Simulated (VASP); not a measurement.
# Ta2CoO6 with LDA + U: from relaxation to properties, part 7 of 8

Aim: relax Ta2CoO6 with LDA + U, compute its properties on that cell and hold them against experiment. The start is a cell from a database of measured crystal structures.

VASP 6.6.1; LDA, DFT+U (Co d 4 eV), spin-polarised from a ferromagnetic start; plane waves and PAW (Ta_pv, Co, O).

Still holding for the runs below: The magnetic state follows from one typed start and may not be the lowest. Spin-orbit coupling is off here; with elements this heavy it splits and shifts levels by tenths of an eV or more.

So far, gap on the k-mesh (eV): step 2 (relaxing cell and atoms (LDA + U)) 2.56; step 6 (total and projected DOS (LDA + U)) 2.51. The relaxed cell has a = 4.701, c = 9.013 Å (conventional setting).

### 7. Independent-particle dielectric function (LDA + U)

LOPTICS sums transitions from filled to empty bands. NBANDS is raised for it.

Contents of INCAR:

```
SYSTEM = Ta2CoO6
PREC = Accurate
ENCUT = 520
EDIFF = 1E-06
NELM = 100
ISMEAR = 0
SIGMA = 0.05
LREAL = .FALSE.
ALGO = Normal
GGA = CA
NBANDS = 211
ISPIN = 2
MAGMOM = 0.026 0.026 0.026 0.026 2.689 2.689 0.029 0.029 0.029 0.029 0.035 0.035 0.035 0.035 0.035 0.035 0.035 0.035
LDAU = .TRUE.
LDAUTYPE = 2
LDAUL = -1 2 -1
LDAUU = 0 4 0
LDAUJ = 0 0 0
LDAUPRINT = 1
LASPH = .TRUE.
LMAXMIX = 4
LORBIT = 11
LWAVE = .FALSE.
LCHARG = .FALSE.
KPAR = 8
LOPTICS = .TRUE.
NEDOS = 1500
CSHIFT = 0.1
```

Contents of POSCAR:

```
Ta2CoO6
1.0
    4.7009886135      0.0000000000      0.0000000000
    0.0000000000      4.7009886135      0.0000000000
    0.0000000000      0.0000000000      9.0130363891
Ta Co O
4 2 12
Direct
    0.0000000000      0.0000000000      0.3307636341
    0.5000000000      0.5000000000      0.8307636341
    0.5000000000      0.5000000000      0.1692363659
    0.0000000000      0.0000000000      0.6692363659
    0.0000000000      0.0000000000      0.0000000000
    0.5000000000      0.5000000000      0.5000000000
    0.3074331901      0.3074331901      0.0000000000
    0.1925668099      0.8074331901      0.5000000000
    0.6925668099      0.6925668099      0.0000000000
    0.8074331901      0.1925668099      0.5000000000
    0.2966403633      0.2966403633      0.3267850621
    0.2033596367      0.7966403633      0.8267850621
    0.7033596367      0.7033596367      0.3267850621
    0.7966403633      0.2033596367      0.8267850621
    0.7966403633      0.2033596367      0.1732149379
    0.7033596367      0.7033596367      0.6732149379
    0.2033596367      0.7966403633      0.1732149379
    0.2966403633      0.2966403633      0.6732149379
```

Contents of KPOINTS:

```
Automatic mesh
0
Gamma
7 7 4
0 0 0
```

The projector-augmented-wave data sets are Ta_pv, Co and O (LDA family, release 64).

The run is started by

```console
> mpirun -np 8 vasp_std
```

Log:

```text
[... set-up lines as in an earlier step ...]
 entering main loop
       N       E                     dE             d eps       ncg     rms          rms(c)
DAV:   1     0.138867193124E+04    0.13887E+04   -0.48428E+04 25320   0.682E+02
DAV:   2    -0.557540684724E+02   -0.14444E+04   -0.12896E+04 25560   0.246E+02
DAV:   3    -0.203363683202E+03   -0.14761E+03   -0.14010E+03 28647   0.823E+01
DAV:   4    -0.206162380041E+03   -0.27987E+01   -0.27869E+01 28864   0.110E+01
DAV:   5    -0.206183811688E+03   -0.21432E-01   -0.21425E-01 35448   0.944E-01    0.785E+01
DAV:   6    -0.178080034565E+03    0.28104E+02   -0.20454E+01 34677   0.316E+01    0.458E+01
DAV:   7    -0.176213812416E+03    0.18662E+01   -0.90354E+00 31622   0.300E+01    0.319E+01
DAV:   8    -0.176313647535E+03   -0.99835E-01   -0.20084E+00 31736   0.503E+00    0.133E+01
DAV:   9    -0.176210543289E+03    0.10310E+00   -0.17072E-01 36021   0.465E+00    0.295E+00
DAV:  10    -0.176264533207E+03   -0.53990E-01   -0.29723E-01 31216   0.113E+00    0.739E-01
DAV:  11    -0.176271521954E+03   -0.69887E-02   -0.15766E-02 29480   0.408E-01    0.543E-01
DAV:  12    -0.176276065014E+03   -0.45431E-02   -0.21504E-03 30621   0.212E-01    0.256E-01
DAV:  13    -0.176277295997E+03   -0.12310E-02   -0.12525E-03 30824   0.138E-01    0.950E-02
DAV:  14    -0.176277513591E+03   -0.21759E-03   -0.34343E-04 30458   0.557E-02    0.592E-02
DAV:  15    -0.176277577367E+03   -0.63776E-04   -0.90320E-05 29448   0.260E-02    0.325E-02
DAV:  16    -0.176277586319E+03   -0.89520E-05   -0.12375E-05 29744   0.150E-02    0.127E-02
DAV:  17    -0.176277587322E+03   -0.10031E-05   -0.41971E-06 28280   0.482E-03    0.494E-03
DAV:  18    -0.176277587386E+03   -0.63845E-07   -0.40067E-07 19157   0.156E-03
   1 F= -.17627759E+03 E0= -.17627759E+03  d E =-.809469E-12  mag=     6.0000
 optical routines
 imaginary and real dielectric function
 recalculating local potential from charge density
 direction            1
 direction            2
 direction            3
```

Run time: 10 min. Hardware: 8 MPI ranks of Intel Xeon Platinum 8259CL at 2.50GHz (Skylake/Cascade Lake), shared host; peak memory 23 GiB.

From OUTCAR (step 7):

```text
   k-points           NKPTS =     30   k-points in BZ     NKDIM =     30   number of bands    NBANDS=    211

   NELECT =     134.0000    total number of electrons

atom =   5  type =  2  l = 2

 onsite density matrix

spin component  1

  0.9931  0.0000 -0.0266  0.0000  0.0000
  0.0000  0.9924  0.0000 -0.0244  0.0000
 -0.0266  0.0000  0.9839  0.0000 -0.0000
  0.0000 -0.0244  0.0000  0.9924  0.0000
  0.0000  0.0000 -0.0000  0.0000  0.9697

spin component  2

 occupancies and eigenvectors

  o =  0.0438  v =  0.0000  0.0000  0.0000  0.0000  0.0000  0.0000 -0.0000 -0.0000  0.0000 -1.0000      0.0000  0.0000  0.0000  0.0000  0.0000  0.0000  0.0000  0.0000  0.0000  0.0000
  o =  0.1522  v =  0.0000  0.0000  0.0000  0.0000  0.0000 -0.6656  0.0000  0.7463  0.0000 -0.0000      0.0000  0.0000  0.0000  0.0000  0.0000  0.0000  0.0000  0.0000  0.0000  0.0000
  o =  0.1613  v =  0.0000  0.0000  0.0000  0.0000  0.0000  0.0000  0.7071 -0.0000 -0.7071 -0.0000      0.0000  0.0000  0.0000  0.0000  0.0000  0.0000  0.0000  0.0000  0.0000  0.0000
  o =  0.9444  v =  0.0000  0.0000  0.0000  0.0000  0.0000 -0.7463  0.0000 -0.6656  0.0000  0.0000      0.0000  0.0000  0.0000  0.0000  0.0000  0.0000  0.0000  0.0000  0.0000  0.0000
  o =  0.9582  v =  0.0000  0.0000  0.0000  0.0000  0.0000  0.0000 -0.7071  0.0000 -0.7071  0.0000      0.0000  0.0000  0.0000  0.0000  0.0000  0.0000  0.0000  0.0000  0.0000  0.0000
  o =  0.9615  v = -0.6442  0.0000 -0.7649  0.0000  0.0000  0.0000  0.0000  0.0000  0.0000  0.0000      0.0000  0.0000  0.0000  0.0000  0.0000  0.0000  0.0000  0.0000  0.0000  0.0000
  o =  0.9680  v =  0.0000 -0.7071  0.0000 -0.7071 -0.0000  0.0000  0.0000  0.0000  0.0000  0.0000      0.0000  0.0000  0.0000  0.0000  0.0000  0.0000  0.0000  0.0000  0.0000  0.0000
  o =  0.9697  v =  0.0000 -0.0000  0.0000  0.0000  1.0000  0.0000  0.0000  0.0000  0.0000  0.0000      0.0000  0.0000  0.0000  0.0000  0.0000  0.0000  0.0000  0.0000  0.0000  0.0000
  o =  1.0155  v = -0.7649  0.0000  0.6442  0.0000 -0.0000  0.0000  0.0000  0.0000  0.0000  0.0000      0.0000  0.0000  0.0000  0.0000  0.0000  0.0000  0.0000  0.0000  0.0000  0.0000
  o =  1.0168  v =  0.0000 -0.7071  0.0000  0.7071 -0.0000  0.0000  0.0000  0.0000  0.0000  0.0000      0.0000  0.0000  0.0000  0.0000  0.0000  0.0000  0.0000  0.0000  0.0000  0.0000

atom =   6  type =  2  l = 2

 onsite density matrix

spin component  1

spin component  2

 occupancies and eigenvectors

  o =  0.0438  v =  0.0000  0.0000  0.0000  0.0000  0.0000  0.0000 -0.0000  0.0000  0.0000  1.0000      0.0000  0.0000  0.0000  0.0000  0.0000  0.0000  0.0000  0.0000  0.0000  0.0000
  o =  0.1522  v =  0.0000  0.0000  0.0000  0.0000  0.0000 -0.6656 -0.0000 -0.7463  0.0000  0.0000      0.0000  0.0000  0.0000  0.0000  0.0000  0.0000  0.0000  0.0000  0.0000  0.0000
  o =  0.1613  v =  0.0000  0.0000  0.0000  0.0000  0.0000  0.0000 -0.7071  0.0000 -0.7071 -0.0000      0.0000  0.0000  0.0000  0.0000  0.0000  0.0000  0.0000  0.0000  0.0000  0.0000
  o =  0.9444  v =  0.0000  0.0000  0.0000  0.0000  0.0000 -0.7463  0.0000  0.6656  0.0000 -0.0000      0.0000  0.0000  0.0000  0.0000  0.0000  0.0000  0.0000  0.0000  0.0000  0.0000
  o =  0.9582  v =  0.0000  0.0000  0.0000  0.0000  0.0000  0.0000  0.7071  0.0000 -0.7071  0.0000      0.0000  0.0000  0.0000  0.0000  0.0000  0.0000  0.0000  0.0000  0.0000  0.0000
  o =  0.9615  v = -0.6442  0.0000  0.7649  0.0000 -0.0000  0.0000  0.0000  0.0000  0.0000  0.0000      0.0000  0.0000  0.0000  0.0000  0.0000  0.0000  0.0000  0.0000  0.0000  0.0000
  o =  0.9680  v =  0.0000  0.7071  0.0000 -0.7071 -0.0000  0.0000  0.0000  0.0000  0.0000  0.0000      0.0000  0.0000  0.0000  0.0000  0.0000  0.0000  0.0000  0.0000  0.0000  0.0000
  o =  0.9697  v =  0.0000  0.0000  0.0000  0.0000  1.0000  0.0000  0.0000  0.0000  0.0000  0.0000      0.0000  0.0000  0.0000  0.0000  0.0000  0.0000  0.0000  0.0000  0.0000  0.0000
  o =  1.0155  v = -0.7649  0.0000 -0.6442  0.0000  0.0000  0.0000  0.0000  0.0000  0.0000  0.0000      0.0000  0.0000  0.0000  0.0000  0.0000  0.0000  0.0000  0.0000  0.0000  0.0000
  o =  1.0168  v =  0.0000 -0.7071  0.0000 -0.7071  0.0000  0.0000  0.0000  0.0000  0.0000  0.0000      0.0000  0.0000  0.0000  0.0000  0.0000  0.0000  0.0000  0.0000  0.0000  0.0000

 E-fermi :   3.4548

 spin component 1
 k-point     1 :       0.0000    0.0000    0.0000
  band No.  band energies     occupation
    ...
     66       2.1999      1.00000
     67       2.1999      1.00000
     68       2.8802      1.00000
     69       3.1875      1.00000
     70       3.1875      1.00000
     71       5.9188      0.00000
     72       6.1210      0.00000
     73       6.8013      0.00000
     74       6.8833      0.00000
     75       7.0406      0.00000
    ...

 k-point     2 :       0.1429    0.0000    0.0000
  band No.  band energies     occupation
    ...
     66       2.1198      1.00000
     67       2.6783      1.00000
     68       2.7959      1.00000
     69       3.0140      1.00000
     70       3.1091      1.00000
     71       5.9170      0.00000
     72       6.1855      0.00000
     73       6.7924      0.00000
     74       6.8868      0.00000
     75       7.0247      0.00000
    ...

  Total       -0.0097040     -0.0097040     -0.0563805     -0.0000000      0.0000000      0.0000000
  in kB       -0.0780569     -0.0780569     -0.4535134     -0.0000000      0.0000000      0.0000000
  external PRESSURE =      -0.2032091 kB  Pullay stress =       0.0000000 kB

 POSITION                                       TOTAL-FORCE (eV/Angst)
 -----------------------------------------------------------------------------------
      0.00000      0.00000      2.98118        -0.000000      0.000000     -0.001813
      2.35049      2.35049      7.48770        -0.000000      0.000000     -0.001813
      2.35049      2.35049      1.52533        -0.000000      0.000000      0.001813
      0.00000      0.00000      6.03185        -0.000000      0.000000      0.001813
      0.00000      0.00000      0.00000        -0.000000      0.000000      0.000000
      2.35049      2.35049      4.50652        -0.000000      0.000000      0.000000
      1.44524      1.44524      0.00000         0.002583      0.002583      0.000000
      0.90525      3.79573      4.50652        -0.002583      0.002583      0.000000
      3.25575      3.25575      0.00000        -0.002583     -0.002583      0.000000
      3.79573      0.90525      4.50652         0.002583     -0.002583      0.000000
      1.39450      1.39450      2.94533        -0.001586     -0.001586     -0.003036
      0.95599      3.74500      7.45184         0.001586     -0.001586     -0.003036
      3.30649      3.30649      2.94533         0.001586      0.001586     -0.003036
      3.74500      0.95599      7.45184        -0.001586      0.001586     -0.003036
      3.74500      0.95599      1.56119        -0.001586      0.001586      0.003036
      3.30649      3.30649      6.06771         0.001586      0.001586      0.003036
      0.95599      3.74500      1.56119         0.001586     -0.001586      0.003036
      1.39450      1.39450      6.06771        -0.001586     -0.001586      0.003036
 -----------------------------------------------------------------------------------
    total drift:                               -0.000000      0.000000     -0.000000

  FREE ENERGIE OF THE ION-ELECTRON SYSTEM (eV)
  ---------------------------------------------------
  free  energy   TOTEN  =      -176.2775873860 eV

  energy  without entropy=     -176.2775873860  energy(sigma->0) =     -176.27758739

 plasma frequency squared (from intraband transitions) (eV^2)
  --------------------------------------------------------------------------------------
       0.000       0.000       0.000
       0.000       0.000       0.000
       0.000       0.000       0.000

[... 15 parts as in an earlier step ...]

[... 10 further parts left out ...]
```

These are independent-particle spectra without excitons or local fields, and fine structure depends on the mesh and on CSHIFT.

Numbers from this step:

```yaml
bands: 211
fermi_energy: 3.455 eV
pressure: -0.02032 GPa
```

Imaginary dielectric function against photon energy; read off at these points:

| photon energy (eV) | xx | zz |
| --- | --- | --- |
| 0.00 | 0 | 0 |
| 0.50 | 0.0174 | 0.0178 |
| 1.00 | 0.0380 | 0.0388 |
| 1.50 | 0.0679 | 0.0683 |
| 2.00 | 0.125 | 0.121 |
| 2.50 | 0.373 | 0.274 |
| 3.00 | 1.56 | 1.54 |
| 3.50 | 3.61 | 3.56 |
| 4.00 | 6.06 | 5.37 |
| 4.37 | 7.12 | 7.33 |
| 4.43 | 7.07 | 7.43 |
| 4.50 | 6.90 | 7.39 |
| 5.00 | 6.87 | 7.01 |
| 5.50 | 5.84 | 6.61 |
| 6.00 | 4.98 | 5.81 |
| 6.50 | 4.44 | 5.23 |
| 7.00 | 3.25 | 5.14 |
| 7.50 | 2.66 | 4.69 |
| 8.00 | 2.64 | 3.82 |
| 8.50 | 2.99 | 3.45 |
| 9.00 | 3.77 | 3.24 |
| 9.50 | 3.23 | 3.22 |
| 10.00 | 3.31 | 4.88 |
| 10.50 | 3.86 | 5.29 |
| 11.00 | 4.31 | 5.68 |
| 11.15 | 4.06 | 5.81 |
| 11.50 | 3.25 | 4.72 |
| 12.00 | 2.89 | 3.52 |
| 12.50 | 3.04 | 2.87 |
| 13.00 | 2.72 | 2.61 |
| 13.50 | 2.39 | 2.24 |
| 14.00 | 2.22 | 2.22 |
| 14.50 | 2.17 | 1.91 |
| 15.00 | 1.92 | 1.87 |
| 15.50 | 1.79 | 1.85 |
| 16.00 | 1.74 | 1.82 |
| 16.50 | 1.65 | 1.83 |
| 17.00 | 1.74 | 1.82 |
| 17.50 | 1.71 | 1.80 |
| 18.00 | 1.68 | 1.61 |
| 18.50 | 1.65 | 1.54 |
| 19.00 | 1.52 | 1.43 |
| 19.50 | 1.49 | 1.37 |
| 20.00 | 1.41 | 1.36 |
| 20.50 | 1.44 | 1.51 |
| 21.00 | 1.28 | 1.26 |
| 21.50 | 1.26 | 0.996 |
| 22.00 | 1.15 | 0.793 |
| 22.50 | 0.988 | 0.690 |
| 23.00 | 0.908 | 0.611 |
| 23.50 | 0.827 | 0.578 |
| 24.00 | 0.820 | 0.560 |
| 24.50 | 0.756 | 0.532 |

The real dielectric function by photon energy:

| photon energy (eV) | xx | zz |
| --- | --- | --- |
| 0 | 6.14 | 6.59 |
| 1 | 6.32 | 6.77 |
| 2 | 7.04 | 7.49 |
| 3 | 8.73 | 10.1 |
| 4 | 7.83 | 9.00 |
| 5 | 3.91 | 5.27 |
| 6 | 2.20 | 3.11 |
| 7 | 1.16 | 2.14 |
| 8 | 2.31 | 1.38 |
| 9 | 2.23 | 2.07 |
| 10 | 2.30 | 3.00 |
| 11 | 0.978 | 1.29 |
| 12 | 0.556 | -0.876 |
| 13 | 0.340 | -0.454 |
| 14 | 0.313 | -0.104 |
| 15 | 0.353 | 0.146 |
| 16 | 0.457 | 0.278 |
| 17 | 0.545 | 0.191 |
| 18 | 0.497 | 0.0552 |
| 19 | 0.406 | 0.104 |
| 20 | 0.323 | 0.116 |
| 21 | 0.241 | -0.185 |
| 22 | 0.109 | -0.127 |
| 23 | 0.227 | 0.104 |
| 24 | 0.290 | 0.285 |

(Part 7 of 8 ends here.)

[Lines on the potential files, build, host, timing and source positions are cut from VASP's logs without a mark.]

[Logs are printed without paths, hosts, clocks, repeated set-up lines and the standing remarks that a program may print on its own settings, such as how far it seeks lower states.]

[Hosts, paths, dates, database ids (printed as entryN), source tags and the programs' standing remarks are cut or masked in the printed files.]

[A measured line is paired with the nearest computed mode of its activity, which favours agreement.]
